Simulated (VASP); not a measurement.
# Be3Te2O (Imm2) in VASP: notebook

The runs below take Be3Te2O through relaxation of cell and atoms, with PBE.

Program: VASP 6.6.1. These are calculated values, not measurements. Logs are shortened: lines on timing, memory, paths and dates and some standing lists are left out, and cuts for length are marked.

## 1. Starting point

Symmetry: Imm2, No. 44, orthorhombic system. Conventional cell: a = 3.726 Å, b = 11.004 Å, c = 4.864 Å, α = 90.00°, β = 90.00°, γ = 90.00°. Be (site symmetry m) is surrounded by 1 O at 1.60 Å. Be (site symmetry mm2) has 2 O at 2.04 Å as nearest neighbours. Te (site symmetry m) is surrounded by 4 Be at 2.43 to 2.55 Å. Around O (site symmetry mm2) lie 2 Be at 1.60 Å.

The cell was built by a generator and needn't be a form met in nature.

## 2. Relaxation of cell and atoms, PBE

Input file INCAR:

```
SYSTEM = Be3Te2O
PREC     = Accurate       ! precision mode
ENCUT    = 520            ! plane-wave cutoff, eV
EDIFF    = 1E-6           ! SCF threshold, eV
ISMEAR   = 0              ! smearing method
SIGMA    = 0.1            ! smearing width, eV
LREAL    = .FALSE.        ! projectors in reciprocal space
LASPH    = .TRUE.         ! aspherical terms in the spheres
NELM     = 120            ! most SCF steps
ALGO     = Normal         ! electronic algorithm
ISIF     = 3              ! what is computed and relaxed
LWAVE    = .FALSE.        ! write WAVECAR
LCHARG   = .FALSE.        ! write CHGCAR
GGA      = PE             ! functional
IBRION   = 2              ! ionic algorithm
NSW      = 90             ! ionic steps
EDIFFG   = -0.01          ! ionic threshold
KPAR     = 8
```

Input file KPOINTS:

```
regular mesh
0
G
  10 10 10
  0 0 0
```

Input file POSCAR:

```
Be3Te2O
1.0
   -1.8630000000      5.5020000000      2.4320000000
    1.8630000000     -5.5020000000      2.4320000000
    1.8630000000      5.5020000000     -2.4320000000
Be Te O
3 2 1
Direct
    0.9337912000      0.8114720400      0.1223191600
    0.6891528800      0.8114720400      0.8776808400
    0.1609786200      0.6609786200      0.5000000000
    0.6645229300      0.0026727000      0.6618502400
    0.3408224600      0.0026727000      0.3381497600
    0.9909539500      0.9909539500      0.0000000000
```

Potentials or basis: VASP PAW PBE potentials, release 64 (Be, Te, O).

Command:

```sh
$ cat potpaw_PBE.64/Be/POTCAR potpaw_PBE.64/Te/POTCAR potpaw_PBE.64/O/POTCAR > POTCAR
$ mpirun -np 8 vasp_std > vasp.out
```

OUTCAR:

```text
SYSTEM = Be3Te2O
   PREC = Accurate
   ENCUT = 520
   EDIFF = 1E-6
   ISMEAR = 0
   LREAL = .FALSE.
   LASPH = .TRUE.
   NELM = 120
   ISIF = 3
   GGA = PE
   IBRION = 2
   NSW = 90
   EDIFFG = -0.01

 ion  position               nearest neighbor table
   1  0.934  0.811  0.122-   6 1.60   4 2.43   4 2.43   5 2.55
   2  0.689  0.811  0.878-   6 1.60   5 2.43   5 2.43   4 2.55
   3  0.161  0.661  0.500-   6 2.04   6 2.04   4 2.44   5 2.44
   4  0.665  0.003  0.662-   1 2.43   1 2.43   3 2.44   2 2.55   5 3.56   5 3.63   5 3.63   5 3.63
                             5 3.63
   5  0.341  0.003  0.338-   2 2.43   2 2.43   3 2.44   1 2.55   4 3.56   4 3.63   4 3.63   4 3.63
                             4 3.63
   6  0.991  0.991  0.000-   2 1.60   1 1.60   3 2.04   3 2.04

  LATTYP: Found a body centered orthorhombic cell.
 ALAT       =     3.7260000000
 B/A-ratio  =     1.3054213634
 C/A-ratio  =     2.9533011272

  Lattice vectors:

 A1 = (   1.8630000000,  -5.5020000000,  -2.4320000000)
 A2 = (  -1.8630000000,  -5.5020000000,   2.4320000000)
 A3 = (  -1.8630000000,   5.5020000000,  -2.4320000000)

Analysis of symmetry for initial positions (statically):
=====================================================================
 Subroutine PRICEL returns:
 Original cell was already a primitive cell.

 Routine SETGRP: Setting up the symmetry group for a
 body centered orthorhombic supercell.

 Subroutine GETGRP returns: Found  4 space group operations
 (whereof  4 operations were pure point group operations)
 out of a pool of  8 trial point group operations.

The static configuration has the point symmetry C_2v.

Analysis of symmetry for dynamics (positions and initial velocities):
=====================================================================
 Subroutine PRICEL returns:
 Original cell was already a primitive cell.

 Routine SETGRP: Setting up the symmetry group for a
 body centered orthorhombic supercell.

 Subroutine GETGRP returns: Found  4 space group operations
 (whereof  4 operations were pure point group operations)
 out of a pool of  8 trial point group operations.

The dynamic configuration has the point symmetry C_2v.

 Subroutine INISYM returns: Found  4 space group operations
 (whereof  4 operations are pure point group operations),
 and found     1 'primitive' translations

----------------------------------------------------------------------------------------

                                     Primitive cell

  volume of cell :      99.7142

[... 110 lines left out ...]
   EFERMI =   0.00;   METHOD = LEGACY
   ISMEAR =     0;   SIGMA  =   0.10  broadening in eV -4-tet -1-fermi 0-gaus
   EFERMI_NEDOS =   21; number of points for ismear=-14 and -15
   IALGO  =     38    algorithm
   IMIX   =      4    mixing-type and parameters
     AMIX     =   0.40;   BMIX     =  1.00
     AMIX_MAG =   1.60;   BMIX_MAG =  1.00
  volume/ion in A,a.u.               =      16.62       112.15
  Fermi-wavevector in a.u.,A,eV,Ry     =   1.018340  1.924384 14.109471  1.037017
  Thomas-Fermi vector in A             =   2.151792
   LORBIT       =      0    0 simple, 1 ext, 2 COOP (PROOUT), +10 PAW based schemes
   GGA     = PE    functional components
   LHFCALC =     F    Hartree Fock is set to
   AEXX    =    0.0000 exact exchange contribution
   IVDW    =     0    specifies the selected vdW correction
   LEPSILON=     F    determine dielectric tensor
   LRPA    =     F    only Hartree local field effects (RPA)
 conjugate gradient relaxation of ions
 non-spin polarized calculation
 Gauss-broadening in eV      SIGMA  =   0.10
  energy-cutoff  :      520.00
  volume of cell :       99.71
 maximum number of plane-waves:      2703
   NGX = 23   NGY = 23   NGZ = 23

--------------------------------------- Ionic step        1  -------------------------------------------

 number of electron      23.9999999 magnetization

 Free energy of the ion-electron system (eV)
  ---------------------------------------------------
  ext. energy  EPLUGINS =         0.00000000
  ---------------------------------------------------
  free energy    TOTEN  =       -27.27992497 eV

  energy without entropy =      -27.27992251  energy(sigma->0) =      -27.27992374

------------------------ aborting loop because EDIFF is reached ----------------------------------------

  FORCE on cell =-STRESS in cart. coord.  units (eV):
  Direction    XX          YY          ZZ          XY          YZ          ZX
  --------------------------------------------------------------------------------------
  -------------------------------------------------------------------------------------
  Total       -0.0438667      0.0457501      0.0783045      0.0000000      0.0000000      0.0000000
  in kB       -0.7048372      0.7350984      1.2581725      0.0000000      0.0000000      0.0000000
  external PRESSURE =       0.4294779 kB  Pullay stress =       0.0000000 kB
[... 187 lines left out ...]
--------------------------------------- Ionic step        6  -------------------------------------------

 number of electron      23.9999999 magnetization

 Free energy of the ion-electron system (eV)
  ---------------------------------------------------
  ext. energy  EPLUGINS =         0.00000000
  ---------------------------------------------------
  free energy    TOTEN  =       -27.28092816 eV

  energy without entropy =      -27.28092337  energy(sigma->0) =      -27.28092577

 E-fermi :   6.6478     XC(G=0):  -9.6385

 val. band max:        6.4472904552   @ k =   0.5000   0.5000   0.5000
 cond. band min:       6.8310907293   @ k =   0.0000   0.0000   0.0000
 fundamental gap:      0.3838002741
 Fermi energy:         6.6478131217

 k-point     1 :       0.0000    0.0000    0.0000
  band No.  band energies     occupation
      1     -13.7271      2.00000
      2      -6.5434      2.00000
      3      -4.3512      2.00000
      4      -0.4912      2.00000
      5       0.3266      2.00000
      6       0.5289      2.00000
[... 433 lines left out ...]
      3      -4.4078      2.00000
      4      -0.4467      2.00000
      5       0.0568      2.00000
      6       0.3598      2.00000
[... 8 lines left out ...]
     15      10.1038      0.00000
     16      10.8897      0.00000

 [... further k-points ...]

------------------------ aborting loop because EDIFF is reached ----------------------------------------

  FORCE on cell =-STRESS in cart. coord.  units (eV):
  Direction    XX          YY          ZZ          XY          YZ          ZX
  --------------------------------------------------------------------------------------
  -------------------------------------------------------------------------------------
  Total        0.0256595      0.0093301     -0.0144987      0.0000000      0.0000000      0.0000000
  in kB        0.4127307      0.1500738     -0.2332098      0.0000000      0.0000000      0.0000000
  external PRESSURE =       0.1098649 kB  Pullay stress =       0.0000000 kB
[... 21 lines left out ...]
  FREE ENERGIE OF THE ION-ELECTRON SYSTEM (eV)
  ---------------------------------------------------
  free  energy   TOTEN  =       -27.2809281635 eV

  energy  without entropy=      -27.2809233731  energy(sigma->0) =      -27.28092577

 reached required accuracy - stopping structural energy minimisation
```

OSZICAR:

```text
N       E                     dE             d eps       ncg     rms          rms(c)
DAV:   1     0.977837177973E+02    0.97784E+02   -0.96566E+03  5472   0.125E+03
DAV:   2    -0.201383265303E+02   -0.11792E+03   -0.11588E+03  7224   0.206E+02
DAV:   3    -0.289743581117E+02   -0.88360E+01   -0.87799E+01  7696   0.688E+01
[... 40 lines left out ...]
       N       E                     dE             d eps       ncg     rms          rms(c)
DAV:   1    -0.272809295869E+02   -0.46039E-04   -0.19208E-03  5752   0.319E-01    0.281E-02
DAV:   2    -0.272809306173E+02   -0.10304E-05   -0.54921E-05  7976   0.538E-02    0.872E-03
DAV:   3    -0.272809287996E+02    0.18177E-05   -0.18711E-06  5800   0.998E-03    0.485E-03
DAV:   4    -0.272809281635E+02    0.63609E-06   -0.16085E-06  5416   0.879E-03
   6 F= -.27280928E+02 E0= -.27280926E+02  d E =-.451515E-04
```

CONTCAR:

```text
Be3Te2O
   1.00000000000000
    -1.8599793108178007    5.4973581775859310    2.4354020951489601
     1.8599793108178007   -5.4973581775859310    2.4354020951489601
     1.8599793108178007    5.4973581775859310   -2.4354020951489601
  Be              Te              O
     3     2     1
Direct
     0.9356795933742315    0.8125719987426619    0.1231075946315696
     0.6894644041110995    0.8125719987426619    0.8768924053684305
     0.1586867407940688    0.6586867407940689    0.5000000000000000
     0.6643452258781912    0.0029409319203175    0.6614043039578745
     0.3415366279624430    0.0029409319203175    0.3385956960421254
     0.9905094478799642    0.9905094478799642    0.0000000000000000

  0.00000000E+00  0.00000000E+00  0.00000000E+00
  0.00000000E+00  0.00000000E+00  0.00000000E+00
  0.00000000E+00  0.00000000E+00  0.00000000E+00
  0.00000000E+00  0.00000000E+00  0.00000000E+00
  0.00000000E+00  0.00000000E+00  0.00000000E+00
  0.00000000E+00  0.00000000E+00  0.00000000E+00
```

It took 4.2 min on 8 MPI ranks of Intel Xeon Platinum 8488C (Sapphire Rapids), shared host; peak memory 0.56 GiB.

What came out:

```
Free energy                            : -27.2809 eV
Relaxed volume                         : 16.60 Å³/atom
Relaxed cell                           : a = 6.294 Å, b = 6.294 Å, c = 6.294 Å, α = 145.62°, β = 58.27°, γ = 134.47°
Space group after relaxing (to 0.05 Å) : Imm2 (No. 44)
Energy gained by relaxing              : 0.2 meV/atom
Ionic steps                            : 6
Pressure after relaxing                : 0.0 GPa
Largest force after relaxing           : 0.009 eV/Å
Band gap on the k mesh                 : 0.38 eV, indirect (least direct gap 0.44 eV)
```

Forces on the atoms (eV/Å):
```
Be   0.000  0.004  0.004
Be   0.000 -0.004  0.004
Be   0.000  0.000 -0.007
Te   0.000  0.007 -0.005
Te   0.000 -0.007 -0.005
O    0.000  0.000  0.009
```

Step by step:
```tsv
step	energy change (eV)	largest force (eV/Å)	pressure (GPa)	volume (Å³)
1	0.0000	0.0513	0.04	99.71
2	-0.0004	0.0376	-0.05	99.78
3	-0.0006	0.0345	-0.16	99.86
4	-0.0009	0.0218	-0.08	99.74
5	-0.0010	0.0171	0.02	99.60
6	-0.0010	0.0088	0.01	99.61
```

Final structure:
```
Be Te O
1.0
    -1.85998    5.49736    2.43540
     1.85998   -5.49736    2.43540
     1.85998    5.49736   -2.43540
Be Te O
3 2 1
Direct
  0.93568 0.81257 0.12311
  0.68946 0.81257 0.87689
  0.15869 0.65869 0.50000
  0.66435 0.00294 0.66140
  0.34154 0.00294 0.33860
  0.99051 0.99051 0.00000
```

Caveat: spin-orbit coupling is left out, which moves the levels of the heavy elements. A k mesh can miss the band edges.

(Continued in part 2 of 2.)
